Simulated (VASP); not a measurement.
Set up this calculation in VASP 6.6.1, as the native input.

* Task: relaxation of shape and atoms at fixed volume
* Functional: PBE
* Dispersion: D3(BJ)
* Potentials or basis: VASP PAW PBE potentials, release 64 (B, N)
* Cutoff: 520 eV
* k mesh: 9 × 9 × 4
* Occupations: gaussian, width 0.02 eV
* Spin: no spin polarisation
* Further INCAR settings: ALGO = Fast; EDIFF = 1e-07; IBRION = 2; EDIFFG = -0.002; NSW = 80; ISIF = 4

The structure of BN lies in POSCAR:

```
BN                                      
1.0
    2.5798653120      0.0000000000      0.0000000000
   -1.2899326560      2.2342288936      0.0000000000
    0.0000000000      0.0000000000      6.7775299093
  B               N             
     2     2
Direct
     0.3333333300000021    0.6666666699999979    0.2500000000000000
     0.6666666699999979    0.3333333300000021    0.7500000000000000
     0.3333333300000021    0.6666666699999979    0.7500000000000000
     0.6666666699999979    0.3333333300000021    0.2500000000000000
```

The cell isn't the ideal one: a relaxed cell with its volume scaled by 1.09.

One way to write it, as run:

INCAR

```
SYSTEM = BN
  ALGO = Fast
  EDIFF = 1E-7
  EDIFFG = -0.002
  ENCUT = 520
  GGA = PE
  IBRION = 2
  ISIF = 4
  ISMEAR = 0
  IVDW = 12
  LASPH = .True.
  LCHARG = .False.
  LREAL = .False.
  LWAVE = .False.
  NELM = 100
  NSW = 80
  PREC = Accurate
  SIGMA = 0.02
```

KPOINTS

```
k-points
0
Gamma
  9 9 4
  0 0 0
```

Potentials or basis: VASP PAW PBE potentials, release 64 (B, N).

Launch:

```sh
$ cat potpaw_PBE.64/B/POTCAR potpaw_PBE.64/N/POTCAR > POTCAR
$ mpirun -np 1 vasp_std > vasp.out
```

Results of the run:

The energy gained by relaxing is 43.4 meV/atom. The ionic steps are 16 and the pressure after relaxing is -1.7 GPa. The band gap on the k mesh is 4.47 eV, indirect (least direct gap 4.64 eV). The dispersion energy per atom is -0.128 eV.

Caveat: an odd mesh through Γ misses points on the zone boundary, where band edges often lie.

Run time: 44 s on 1 thread of Intel(R) Xeon(R) 6975P-C (Granite Rapids), with other jobs on the host, peak memory 0.16 GiB.
